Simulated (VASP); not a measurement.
These are SCAN meta-GGA, VASP's PBE PAW potentials (set 64) (plane waves; VASP 6.6.1) values and carry that method's errors.

A VASP calculation is set up with these files.

INCAR:
```
SYSTEM = ZrC
PREC = Accurate
ENCUT = 520
EDIFF = 1E-7
NELM = 100
ALGO = Normal
LREAL = .FALSE.
LASPH = .TRUE.
ISMEAR = 1
SIGMA = 0.1
METAGGA = SCAN
LMIXTAU = .TRUE.
LMAXMIX = 4
LWAVE = .FALSE.
LCHARG = .FALSE.
ISIF = 2
```

### POSCAR
```
ZrC
1
    0.0000000000     2.3051752857     2.3051752857
    2.3051752857     0.0000000000     2.3051752857
    2.3051752857     2.3051752857     0.0000000000
Zr C
1 1
Direct
  0.0000000000   0.0000000000   0.0000000000
  0.5000000000   0.5000000000   0.5000000000
```

### KPOINTS
```
Automatic mesh
0
G
 13 13 13
```

POTCAR, in this order: Zr_sv C (PBE.64 set). Program: vasp_std.

Output

### OUTCAR
```
 ion  position               nearest neighbor table
   1  0.000  0.000  0.000-   2 2.31   2 2.31   2 2.31   2 2.31   2 2.31   2 2.31
   2  0.500  0.500  0.500-   1 2.31   1 2.31   1 2.31   1 2.31   1 2.31   1 2.31
  LATTYP: Found a face centered cubic cell.
 ALAT       =     4.6103505714
 Subroutine PRICEL returns:
 Original cell was already a primitive cell.
 Subroutine GETGRP returns: Found 48 space group operations
The static configuration has the point symmetry O_h .
The dynamic configuration has the point symmetry O_h .
 Subroutine INISYM returns: Found 48 space group operations
 Subroutine IBZKPT returns following result:
 Found     84 irreducible k-points:

 Following reciprocal coordinates:
            Coordinates               Weight
  0.000000  0.000000  0.000000      1.000000
  0.076923  0.000000  0.000000      8.000000
  0.153846  0.000000  0.000000      8.000000
  0.230769  0.000000  0.000000      8.000000
  0.307692  0.000000  0.000000      8.000000
  0.384615  0.000000  0.000000      8.000000
  0.461538  0.000000  0.000000      8.000000
  0.076923  0.076923  0.000000      6.000000
  0.153846  0.076923  0.000000     24.000000
...
```

**OSZICAR**
```
       N       E                     dE             d eps       ncg     rms          rms(c)
DAV:   1     0.841118634976E+02    0.84112E+02   -0.92739E+03  2016   0.139E+03
DAV:   2    -0.462849671623E+02   -0.13040E+03   -0.12257E+03  2372   0.350E+02
DAV:   3    -0.526204467364E+02   -0.63355E+01   -0.61790E+01  3164   0.660E+01
DAV:   4    -0.527963732138E+02   -0.17593E+00   -0.17568E+00  2532   0.106E+01
DAV:   5    -0.528027374625E+02   -0.63642E-02   -0.63634E-02  3032   0.145E+00    0.258E+01
DAV:   6    -0.416876744469E+02    0.11115E+02   -0.10177E+01  2312   0.293E+01    0.995E+00
DAV:   7    -0.428345078012E+02   -0.11468E+01   -0.38942E+00  2636   0.122E+01    0.439E+00
DAV:   8    -0.426612295917E+02    0.17328E+00   -0.36409E-01  2276   0.688E+00    0.244E+00
DAV:   9    -0.426543159919E+02    0.69136E-02   -0.17119E-01  2196   0.463E+00    0.767E-01
DAV:  10    -0.427067212032E+02   -0.52405E-01   -0.13054E-01  2424   0.324E+00    0.303E-01
DAV:  11    -0.427104394200E+02   -0.37182E-02   -0.39224E-02  2228   0.265E+00    0.648E-02
DAV:  12    -0.427135809823E+02   -0.31416E-02   -0.17770E-02  2080   0.208E+00    0.666E-02
DAV:  13    -0.427139203728E+02   -0.33939E-03   -0.66073E-04  2488   0.309E-01    0.565E-02
DAV:  14    -0.427133040075E+02    0.61637E-03   -0.35411E-04  2352   0.222E-01    0.514E-02
DAV:  15    -0.427135037298E+02   -0.19972E-03   -0.11847E-03  2868   0.320E-01    0.408E-02
DAV:  16    -0.427134418498E+02    0.61880E-04   -0.11951E-04  2968   0.997E-02    0.184E-02
DAV:  17    -0.427134467556E+02   -0.49058E-05   -0.50868E-06  2608   0.274E-02    0.142E-02
DAV:  18    -0.427134510253E+02   -0.42697E-05   -0.34996E-06  2560   0.213E-02    0.695E-03
DAV:  19    -0.427134541331E+02   -0.31078E-05   -0.13233E-06  2120   0.160E-02    0.202E-03
DAV:  20    -0.427134552182E+02   -0.10851E-05   -0.22473E-07  2088   0.771E-03    0.957E-04
DAV:  21    -0.427134566689E+02   -0.14507E-05   -0.46604E-08  1092   0.305E-03    0.670E-04
DAV:  22    -0.427134565954E+02    0.73515E-07   -0.21778E-08  1100   0.224E-03
   1 F= -.42713457E+02 E0= -.42713449E+02  d E =-.226432E-04
```

**OUTCAR**
```
------------------------ aborting loop because EDIFF is reached ----------------------------------------
  FORCE on cell =-STRESS in cart. coord.  units (eV):
  Direction    XX          YY          ZZ          XY          YZ          ZX
  --------------------------------------------------------------------------------------
  Total        2.4751651      2.4751651      2.4751651      0.0000000      0.0000000     -0.0000000
  in kB      161.8724336    161.8724336    161.8724336      0.0000000      0.0000000     -0.0000000
  external PRESSURE =     161.8724336 kB  Pullay stress =       0.0000000 kB
  volume of cell :       24.50
      direct lattice vectors                 reciprocal lattice vectors
     0.000000000  2.305175286  2.305175286    -0.216903245  0.216903245  0.216903245
     2.305175286  0.000000000  2.305175286     0.216903245 -0.216903245  0.216903245
     2.305175286  2.305175286  0.000000000     0.216903245  0.216903245 -0.216903245
 POSITION                                       TOTAL-FORCE (eV/Angst)
 -----------------------------------------------------------------------------------
      0.00000      0.00000      0.00000         0.000000      0.000000      0.000000
      2.30518      2.30518      2.30518        -0.000000      0.000000      0.000000
 -----------------------------------------------------------------------------------
    total drift:                                0.000000     -0.000000     -0.000000
  FREE ENERGIE OF THE ION-ELECTRON SYSTEM (eV)
  ---------------------------------------------------
  free  energy   TOTEN  =       -42.7134565954 eV

  energy  without entropy=      -42.7134339522  energy(sigma->0) =      -42.71344905
```
(Selected blocks of OUTCAR.)

The compound is ZrC in the rock salt structure. This cell is one point of a volume scan, at 0.94 of the reference volume.
